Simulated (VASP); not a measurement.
The system is SnSe.

```
Sn Se
1.0
    11.66446    0.00000    0.00000
     0.00000    4.12625    0.00000
     0.00000    0.00000    4.70091
Sn Se
4 4
Direct
  0.61879 0.75000 0.37655
  0.88121 0.25000 0.87655
  0.38121 0.25000 0.62345
  0.11879 0.75000 0.12345
  0.14855 0.25000 0.50918
  0.64855 0.25000 0.99082
  0.35145 0.75000 0.00918
  0.85145 0.75000 0.49082
```

The cell is a database's computed one.

| Property | Result |
| --- | --- |
| Program | VASP 6.6.1 |
| Task | relaxation of cell and atoms |
| Functional | PBE |
| Potentials or basis | VASP PAW PBE potentials, release 64 (Sn_d, Se) |
| Cutoff | 600 eV |
| k mesh | 3 × 7 × 7 |
| Occupations | gaussian, width 0.02 eV |
| Spin | no spin polarisation |

At the start: pressure 1.1 GPa; volume 28.28 Å³/atom.

Problem. Where does the relaxation end?

Solution. Over 36 steps the energy falls by 5.5 meV/atom and the volume is 28.31 Å³/atom (+0.1 %); space group Pnma (No. 62, to 0.05 Å).

The path:
```tsv
step	energy change (eV)	largest force (eV/Å)	pressure (GPa)	volume (Å³)
1	0.0000	0.2231	1.14	226.26
2	-0.0202	0.0632	-0.57	232.93
3	-0.0236	0.0763	-0.10	231.03
4	-0.0236	0.0734	-0.13	231.12
5	-0.0260	0.0697	-0.08	230.70
6	-0.0318	0.0568	-0.04	229.44
7	-0.0385	0.0323	0.12	226.90
8	-0.0393	0.0645	-0.27	227.61
9	-0.0396	0.0459	-0.17	227.34
10	-0.0408	0.0470	-0.02	226.68
11	-0.0407	0.0499	-0.09	226.70
12	-0.0416	0.0265	0.06	225.99
13	-0.0416	0.0273	0.15	225.75
14	-0.0417	0.0268	0.11	225.86
15	-0.0422	0.0153	0.04	226.14
16	-0.0424	0.0177	0.01	226.36
17	-0.0431	0.0183	-0.05	226.63
18	-0.0434	0.0232	-0.09	226.80
19	-0.0434	0.0329	-0.14	227.14
20	-0.0435	0.0316	-0.13	226.99
21	-0.0438	0.0178	-0.06	226.72
22	-0.0439	0.0135	0.00	226.51
23	-0.0439	0.0143	0.00	226.47
24	-0.0441	0.0096	0.04	226.42
25	-0.0441	0.0094	0.03	226.40
26	-0.0441	0.0139	0.06	226.34
27	-0.0442	0.0109	0.05	226.37
28	-0.0442	0.0082	-0.02	226.60
29	-0.0442	0.0084	0.00	226.57
30	-0.0442	0.0083	0.00	226.59
31	-0.0442	0.0052	-0.01	226.60
32	-0.0443	0.0063	-0.02	226.63
33	-0.0443	0.0054	0.01	226.53
34	-0.0443	0.0062	0.01	226.52
35	-0.0443	0.0058	0.02	226.50
36	-0.0443	0.0043	0.00	226.51
```

Final structure:
```yaml
crystal:
  lattice:
    - [11.78926, 0.00000, 0.00000]
    - [0.00000, 4.20484, 0.00000]
    - [0.00000, 0.00000, 4.56928]
  atoms:
    - { symbol: Sn, position: [0.62087, 0.75000, 0.38364] }
    - { symbol: Sn, position: [0.87913, 0.25000, 0.88364] }
    - { symbol: Sn, position: [0.37913, 0.25000, 0.61636] }
    - { symbol: Sn, position: [0.12087, 0.75000, 0.11636] }
    - { symbol: Se, position: [0.14538, 0.25000, 0.52358] }
    - { symbol: Se, position: [0.64538, 0.25000, 0.97642] }
    - { symbol: Se, position: [0.35462, 0.75000, 0.02358] }
    - { symbol: Se, position: [0.85462, 0.75000, 0.47642] }
```
